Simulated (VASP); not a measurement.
Given:

```xyz
2
Lattice="0.0000 3.0307 3.0307 3.0307 0.0000 3.0307 3.0307 3.0307 0.0000" Properties=species:S:1:pos:R:3 pbc="T T T"
Cd     0.0000     0.0000     0.0000
Se     1.5153     1.5153     1.5153
```

Computed with PBE GGA with D3 dispersion (Becke-Johnson damping), VASP's PBE PAW potentials (set 64) (plane waves; VASP). Settings: 520 eV cut-off, 8×8×8 Γ-centred mesh, Gaussian smearing of 0.050 eV, potentials Cd Se.

What does the run give for the energy per atom (σ→0), pressure, band gap (on the k-mesh) with the smallest direct gap where there is one?

```yaml
band gap (on the k-mesh): 0.63 eV
smallest direct gap (on the k-mesh): 0.63 eV
energy per atom (σ→0): -3.050 eV/atom
pressure: 1.65 GPa
```

The absolute energy has meaning only against runs of the same code, potentials and settings.

The compound is CdSe in the zinc blende structure, whereas wurtzite is the usual form. This cell is one point of a volume scan, at 0.97 of the reference volume.
